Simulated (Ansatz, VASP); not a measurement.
**Cross-check of TaN between VASP and Ansatz**

One calculation is typed for both programs; each brings its own data sets. How far apart do they land? The cell is taken from a series of runs on this material, whose earlier steps may have relaxed, scaled, displaced or heated it; both programs get it as it stands.

Main program and level: Ansatz 0.2.0; plane waves, with VASP 6.6.1 beside it; zone-centre phonons at PBEsol.

## (1) The starting structure

Symmetry: P-6m2, No. 187, hexagonal system. Conventional cell: a = 2.965 Å, b = 2.965 Å, c = 2.904 Å, α = 90.00°, β = 90.00°, γ = 120.00°. Nearest to N lie 6 Ta at 2.24 Å. Ta has 6 N at 2.24 Å nearest. Farther neighbours and most contacts between anions are not listed.

Structure file:

```cif
data_structure
_symmetry_space_group_name_H-M 'P 1'
_symmetry_Int_Tables_number 1
_cell_length_a 2.9648
_cell_length_b 2.9648
_cell_length_c 2.9035
_cell_angle_alpha 90.000
_cell_angle_beta 90.000
_cell_angle_gamma 120.000
_cell_volume 22.10
loop_
_atom_site_label
_atom_site_type_symbol
_atom_site_fract_x
_atom_site_fract_y
_atom_site_fract_z
_atom_site_occupancy
N1 N 0.66667 0.33333 0.00000 1
Ta2 Ta 0.00000 0.00000 0.50000 1
```

## (2) VASP: zone-centre phonons, PBEsol

Second derivatives magnify differences that forces hide, and they need a tight electronic threshold.

Lines of VASP's logs that name or quote its potential files are left out, and so is its time.

File INCAR:

```
SYSTEM = TaN
PREC = Accurate
ENCUT = 600
EDIFF = 1E-08
NELM = 120
ISMEAR = 1
SIGMA = 0.2
LREAL = .FALSE.
ALGO = Normal
GGA = PS
NBANDS = 14
LASPH = .TRUE.
LORBIT = 11
LWAVE = .FALSE.
LCHARG = .FALSE.
ISIF = 2
IBRION = 8
GGA_COMPAT = .FALSE.
KPAR = 2
```

File POSCAR:

```
TaN
1.0
    2.9647843749      0.0000000000      0.0000000000
   -1.4823921875      2.5675785854      0.0000000000
    0.0000000000      0.0000000000      2.9035241501
N Ta
1 1
Direct
    0.6666666667      0.3333333333      0.0000000000
    0.0000000000      0.0000000000      0.5000000000
```

File KPOINTS:

```
Automatic mesh
0
Gamma
18 18 16
0 0 0
```

PAW data sets: N and Ta_pv (PBE family, release 64).

Run with:

```console
mpirun -np 2 vasp_std
```

Numbers of over 12 decimals in the logs are rounded to 6 here.

Log:

```text
[banner, memory and clock lines left out]
running    2 mpi-ranks, on    1 nodes
 distrk:  each k-point on    1 cores,    2 groups
 distr:  one band on    1 cores,    1 groups

 POSCAR found type information on POSCAR N Ta
 POSCAR found :  2 types and       2 ions
|                                                                             |
|               ----> ADVICE to this user running VASP <----                  |
|                                                                             |
|     You enforced a specific xc type in the INCAR file but a different       |
|     [... a line on the potential file left out ...]
|     I HOPE YOU KNOW WHAT YOU ARE DOING!                                     |
|                                                                             |

 LDA part: xc-table for (Slater+PW92), standard interpolation
 POSCAR, INCAR and KPOINTS ok, starting setup
 FFT: planning ... GRIDC
 FFT: planning ... GRID_SOFT
 FFT: planning ... GRID
 WAVECAR not read
 entering main loop
       N       E                     dE             d eps       ncg     rms          rms(c)
DAV:   1     0.102008451090E+03    0.10201E+03   -0.97516E+03  9332   0.133E+03
DAV:   2    -0.224539641802E+02   -0.12446E+03   -0.11802E+03 11340   0.342E+02
DAV:   3    -0.261195329032E+02   -0.36656E+01   -0.36401E+01 10770   0.579E+01
DAV:   4    -0.261395841308E+02   -0.20051E-01   -0.20048E-01 11016   0.452E+00
DAV:   5    -0.261397070905E+02   -0.12296E-03   -0.12296E-03 10974   0.343E-01    0.225E+01
DAV:   6    -0.239203939748E+02    0.22193E+01   -0.40657E+00 11182   0.246E+01    0.947E+00
DAV:   7    -0.238161593041E+02    0.10423E+00   -0.39071E-01 11298   0.638E+00    0.663E+00
DAV:   8    -0.237824374042E+02    0.33722E-01   -0.15202E-01 12150   0.373E+00    0.142E+00
DAV:   9    -0.237770451887E+02    0.53922E-02   -0.12431E-02 10770   0.101E+00    0.223E-01
DAV:  10    -0.237769467119E+02    0.98477E-04   -0.52466E-04 12534   0.279E-01    0.145E-01
DAV:  11    -0.237769031579E+02    0.43554E-04   -0.67322E-05 10980   0.829E-02    0.176E-02
DAV:  12    -0.237769031450E+02    0.12825E-07   -0.47413E-06 11976   0.195E-02    0.217E-03
DAV:  13    -0.237769031331E+02    0.11910E-07   -0.37466E-08 10716   0.182E-03    0.195E-03
DAV:  14    -0.237769030846E+02    0.48549E-07   -0.20867E-08 11646   0.139E-03    0.269E-04
DAV:  15    -0.237769030740E+02    0.10580E-07   -0.34168E-10  5910   0.195E-04    0.837E-05
DAV:  16    -0.237769030774E+02   -0.33979E-08   -0.91978E-11  5856   0.866E-05
   1 F= -.23776903E+02 E0= -.23777010E+02  d E =0.320960E-03
 Linear response reoptimize wavefunctions to high precision
DAV:   1    -0.237769030772E+02    0.19145E-09   -0.92073E-12  6168   0.453E-05
DAV:   2    -0.237769030772E+02   -0.17280E-10   -0.12678E-12  5490   0.880E-06
 Linear response DOF=           4
 Linear response progress:
  Degree of freedom:   1/  4
       N       E                     dE             d eps       ncg     rms          rms(c)
RMM:   1    -0.232004423983E+00   -0.23200E+00    0.10932E-01 95287   0.283E+00
RMM:   2    -0.225673477580E+00    0.63309E-02   -0.31133E-03 69747   0.464E-01    0.164E-01
RMM:   3    -0.226474186559E+00   -0.80071E-03   -0.49602E-04 66461   0.145E-01    0.892E-02
RMM:   4    -0.227572947689E+00   -0.10988E-02   -0.26236E-04 68062   0.106E-01    0.234E-02
RMM:   5    -0.227622017514E+00   -0.49070E-04   -0.10546E-05 76082   0.258E-02    0.223E-03
RMM:   6    -0.227616047408E+00    0.59701E-05   -0.13749E-06 77172   0.499E-03    0.157E-03
RMM:   7    -0.227611201497E+00    0.48459E-05   -0.21582E-07 82490   0.165E-03    0.130E-03
RMM:   8    -0.227613283067E+00   -0.20816E-05   -0.58739E-08 80284   0.645E-04    0.187E-04
RMM:   9    -0.227610348748E+00    0.29343E-05    0.52678E-09 72113   0.326E-04    0.252E-05
RMM:  10    -0.227610145042E+00    0.20371E-06   -0.91624E-09 85072   0.100E-04    0.251E-05
RMM:  11    -0.227610070360E+00    0.74683E-07   -0.18103E-09 83190   0.319E-05    0.125E-05
RMM:  12    -0.227610092839E+00   -0.22480E-07   -0.97181E-10 79899   0.108E-05    0.314E-06
RMM:  13    -0.227610087873E+00    0.49658E-08    0.50286E-11 71179   0.451E-06    0.165E-06
 first order change of Fermi-energy   0.29704E-04
 force on displaced ion       1 direction 1 : -11.938   0.001   0.000
 Linear response progress:
  Degree of freedom:   2/  4
       N       E                     dE             d eps       ncg     rms          rms(c)
RMM:   1    -0.235990594370E+00   -0.23599E+00    0.14522E-01 32590   0.291E+00
RMM:   2    -0.230048437427E+00    0.59422E-02   -0.36835E-03 25072   0.492E-01    0.141E-01
RMM:   3    -0.230828496105E+00   -0.78006E-03   -0.82865E-04 23770   0.172E-01    0.731E-02
RMM:   4    -0.231985155953E+00   -0.11567E-02   -0.37951E-04 24550   0.118E-01    0.221E-02
RMM:   5    -0.232096080058E+00   -0.11092E-03   -0.18799E-05 25998   0.346E-02    0.314E-03
RMM:   6    -0.232087761563E+00    0.83185E-05   -0.14447E-06 26169   0.778E-03    0.123E-03
RMM:   7    -0.232079944981E+00    0.78166E-05   -0.21482E-07 26542   0.255E-03    0.399E-04
RMM:   8    -0.232081546952E+00   -0.16020E-05   -0.26156E-08 28986   0.861E-04    0.186E-04
RMM:   9    -0.232081494483E+00    0.52469E-07   -0.65765E-09 29028   0.293E-04    0.365E-05
RMM:  10    -0.232081171228E+00    0.32325E-06   -0.24581E-10 29331   0.946E-05    0.161E-05
RMM:  11    -0.232081178989E+00   -0.77611E-08   -0.13632E-09 29569   0.358E-05    0.286E-06
 first order change of Fermi-energy  -0.14857E-03
 force on displaced ion       1 direction 3 :   0.000   0.000 -12.347
 Linear response progress:
  Degree of freedom:   3/  4
       N       E                     dE             d eps       ncg     rms          rms(c)
RMM:   1    -0.134774096560E+00   -0.13477E+00    0.11669E+01 42120   0.253E+01
RMM:   2    -0.163524808282E+00   -0.28751E-01   -0.27222E-02 64398   0.152E+00    0.175E-01
RMM:   3    -0.162125854460E+00    0.13990E-02   -0.25986E-03 73624   0.327E-01    0.961E-02
RMM:   4    -0.161175247328E+00    0.95061E-03   -0.38529E-04 81864   0.127E-01    0.357E-02
RMM:   5    -0.160854027808E+00    0.32122E-03   -0.61471E-05 84552   0.332E-02    0.570E-03
RMM:   6    -0.160861249892E+00   -0.72221E-05   -0.93586E-06 81784   0.109E-02    0.217E-03
RMM:   7    -0.160863920270E+00   -0.26704E-05   -0.13486E-06 88773   0.364E-03    0.533E-04
RMM:   8    -0.160865751288E+00   -0.18310E-05   -0.23826E-06 87589   0.134E-03    0.203E-04
RMM:   9    -0.160867018661E+00   -0.12674E-05   -0.57160E-07 82999   0.617E-04    0.429E-05
RMM:  10    -0.160867304022E+00   -0.28536E-06   -0.46423E-07 88133   0.285E-04    0.201E-05
RMM:  11    -0.160867398303E+00   -0.94281E-07   -0.17751E-07 93437   0.135E-04    0.984E-06
RMM:  12    -0.160867423587E+00   -0.25285E-07   -0.14926E-07 91466   0.709E-05    0.952E-06
RMM:  13    -0.160867441128E+00   -0.17540E-07   -0.37077E-08 81451   0.423E-05    0.728E-06
RMM:  14    -0.160867515839E+00   -0.74711E-07   -0.57649E-08 76358   0.308E-05    0.891E-06
RMM:  15    -0.160867463571E+00    0.52268E-07   -0.77949E-09 72504   0.197E-05    0.528E-06
RMM:  16    -0.160867481385E+00   -0.17814E-07   -0.24973E-08 60993   0.101E-05    0.204E-06
RMM:  17    -0.160867486506E+00   -0.51216E-08   -0.23338E-10 51900   0.646E-06    0.785E-07
 first order change of Fermi-energy  -0.58799E-04
 force on displaced ion       2 direction 1 : -11.938   0.000   0.000
 Linear response progress:
  Degree of freedom:   4/  4
       N       E                     dE             d eps       ncg     rms          rms(c)
RMM:   1    -0.152937325620E+00   -0.15294E+00    0.10144E+01 14952   0.246E+01
RMM:   2    -0.181380763495E+00   -0.28443E-01   -0.28386E-02 22238   0.153E+00    0.133E-01
RMM:   3    -0.180694345858E+00    0.68642E-03   -0.21778E-03 26414   0.300E-01    0.723E-02
RMM:   4    -0.180143355865E+00    0.55099E-03   -0.19267E-04 27531   0.971E-02    0.221E-02
RMM:   5    -0.179998969091E+00    0.14439E-03   -0.26572E-05 29243   0.287E-02    0.645E-03
RMM:   6    -0.179973732503E+00    0.25237E-04   -0.48235E-06 27419   0.104E-02    0.898E-04
RMM:   7    -0.179975117327E+00   -0.13848E-05   -0.23807E-06 30277   0.312E-03    0.425E-04
RMM:   8    -0.179977140360E+00   -0.20230E-05   -0.18210E-06 31047   0.124E-03    0.132E-04
RMM:   9    -0.179977926695E+00   -0.78634E-06   -0.11826E-06 29383   0.543E-04    0.466E-05
RMM:  10    -0.179978321448E+00   -0.39475E-06   -0.72801E-07 28867   0.309E-04    0.163E-05
RMM:  11    -0.179978750706E+00   -0.42926E-06   -0.45990E-07 30228   0.168E-04    0.161E-05
RMM:  12    -0.179978521395E+00    0.22931E-06   -0.25815E-07 26780   0.105E-04    0.565E-06
RMM:  13    -0.179978541806E+00   -0.20411E-07   -0.18884E-07 29956   0.552E-05    0.590E-06
RMM:  14    -0.179978527968E+00    0.13839E-07   -0.10864E-07 29408   0.342E-05    0.805E-06
RMM:  15    -0.179978563044E+00   -0.35076E-07   -0.67431E-08 24880   0.234E-05    0.647E-06
RMM:  16    -0.179978650092E+00   -0.87048E-07   -0.49040E-08 30750   0.234E-05    0.192E-06
RMM:  17    -0.179978723257E+00   -0.73165E-07   -0.34371E-08 30074   0.172E-05    0.357E-06
RMM:  18    -0.179978743691E+00   -0.20435E-07   -0.21685E-08 27517   0.833E-06    0.444E-06
RMM:  19    -0.179978743995E+00   -0.30403E-09   -0.15939E-08 14269   0.433E-06    0.416E-06
 first order change of Fermi-energy  -0.96218E-03
 force on displaced ion       2 direction 3 :   0.000  -0.000 -12.363
 Linear response finished
```

OUTCAR, selected parts (step 2):

```text
ion  position               nearest neighbor table
   1  0.667  0.333  0.000-   2 2.24   2 2.24   2 2.24   2 2.24   2 2.24   2 2.24
   2  0.000  0.000  0.500-   1 2.24   1 2.24   1 2.24   1 2.24   1 2.24   1 2.24

  LATTYP: Found a hexagonal cell.
 ALAT       =     2.9647843749
 C/A-ratio  =     0.9793373760

 Subroutine GETGRP returns: Found 12 space group operations
 (whereof 12 operations were pure point group operations)

The static configuration has the point symmetry D_3h.

 Found    333 irreducible k-points:

   k-points           NKPTS =    333   k-points in BZ     NKDIM =    333   number of bands    NBANDS=     14

   dimension x,y,z NGX =    24 NGY =   24 NGZ =   24
   dimension x,y,z NGXF=    48 NGYF=   48 NGZF=   48

   ENCUT  =  600.0 eV  44.10 Ry    6.64 a.u.   5.92  5.92  5.80*2*pi/ulx,y,z

   NELECT =      16.0000    total number of electrons

 k-points in reciprocal lattice and weights: Automatic mesh
   0.00000000  0.00000000  0.00000000       0.000
   0.05555556 -0.00000000  0.00000000       0.001
   0.11111111 -0.00000000  0.00000000       0.001
   0.16666667  0.00000000  0.00000000       0.001
   0.22222222  0.00000000  0.00000000       0.001
   0.27777778  0.00000000  0.00000000       0.001
   0.33333333 -0.00000000  0.00000000       0.001
   0.38888889  0.00000000  0.00000000       0.001
   0.44444444  0.00000000  0.00000000       0.001
[...]
0.33333333  0.27777778  0.50000000       0.002
   0.33333333  0.33333333  0.50000000       0.000

 average (electrostatic) potential at core
       1 -61.9902       2 -35.1797

  Total       -1.7239174     -1.7239174     -1.6971247      0.0000000      0.0000000      0.0000000
  in kB     -124.9639466   -124.9639466   -123.0217884      0.0000000      0.0000000      0.0000000
  external PRESSURE =    -124.3165606 kB  Pullay stress =       0.0000000 kB

  energy-cutoff  :      600.00
  volume of cell :       22.10
      direct lattice vectors                 reciprocal lattice vectors
     2.964784375  0.000000000  0.000000000     0.337292657  0.194736006  0.000000000
    -1.482392187  2.567578585  0.000000000     0.000000000  0.389472013  0.000000000
     0.000000000  0.000000000  2.903524150     0.000000000  0.000000000  0.344409052

 POSITION                                       TOTAL-FORCE (eV/Angst)
 -----------------------------------------------------------------------------------
      1.48239      0.85586      0.00000         0.000000     -0.000000      0.000000
      0.00000      0.00000      1.45176        -0.000000      0.000000      0.000000
 -----------------------------------------------------------------------------------
    total drift:                               -0.000000      0.000000      0.000000

 Eigenvectors and eigenvalues of the dynamical matrix
 ----------------------------------------------------

   1 f  =   15.238888 THz    95.748760 2PiTHz  508.314605 cm-1    63.022950 meV
             X         Y         Z           dx          dy          dz
      1.482392  0.855860  0.000000     0.000000    0.000000    0.963376
      0.000000  0.000000  1.451762    -0.000000    0.000000   -0.268155

   2 f  =   14.983500 THz    94.144106 2PiTHz  499.795755 cm-1    61.966748 meV
             X         Y         Z           dx          dy          dz
      1.482392  0.855860  0.000000     0.724236   -0.635342   -0.000000
      0.000000  0.000000  1.451762    -0.201463    0.176735    0.000000

   3 f  =   14.983500 THz    94.144106 2PiTHz  499.795755 cm-1    61.966748 meV
             X         Y         Z           dx          dy          dz
      1.482392  0.855860  0.000000    -0.635342   -0.724236    0.000000
      0.000000  0.000000  1.451762     0.176735    0.201463    0.000000

   4 f/i=    0.000114 THz     0.000717 2PiTHz    0.003805 cm-1     0.000472 meV
             X         Y         Z           dx          dy          dz
      1.482392  0.855860  0.000000     0.185415   -0.193505    0.000000
      0.000000  0.000000  1.451762     0.666543   -0.695627    0.000000

   5 f/i=    0.000114 THz     0.000717 2PiTHz    0.003805 cm-1     0.000472 meV
             X         Y         Z           dx          dy          dz
      1.482392  0.855860  0.000000     0.193505    0.185415    0.000000
      0.000000  0.000000  1.451762     0.695627    0.666543    0.000000

   6 f/i=    0.002600 THz     0.016334 2PiTHz    0.086712 cm-1     0.010751 meV
             X         Y         Z           dx          dy          dz
      1.482392  0.855860  0.000000    -0.000000    0.000000   -0.268155
      0.000000  0.000000  1.451762     0.000000    0.000000   -0.963376

 ELASTIC MODULI CONTR FROM IONIC RELAXATION (kBar)
 Direction    XX          YY          ZZ          XY          YZ          ZX
 --------------------------------------------------------------------------------
 XX          -0.3497      0.3497      0.0000      0.0000      0.0000      0.0000
 YY           0.3497     -0.3497      0.0000      0.0000     -0.0000     -0.0000
 ZZ           0.0000      0.0000      0.0000      0.0000      0.0000      0.0000
 XY           0.0000      0.0000      0.0000     -0.3497      0.0000      0.0000
 YZ           0.0000     -0.0000      0.0000      0.0000     -0.0000     -0.0000
 ZX           0.0000     -0.0000      0.0000      0.0000     -0.0000     -0.0000
 --------------------------------------------------------------------------------
```

[end of part 1 of 2]

[Lines on the potential files, build, host, timing and source positions are cut from VASP's logs without a mark.]

[Logs are printed without paths, hosts, clocks, repeated set-up lines and the standing remarks that a program may print on its own settings, such as how far it seeks lower states.]

[Hosts, paths, dates, database ids (printed as entryN), source tags and the programs' standing remarks are cut or masked in the printed files.]
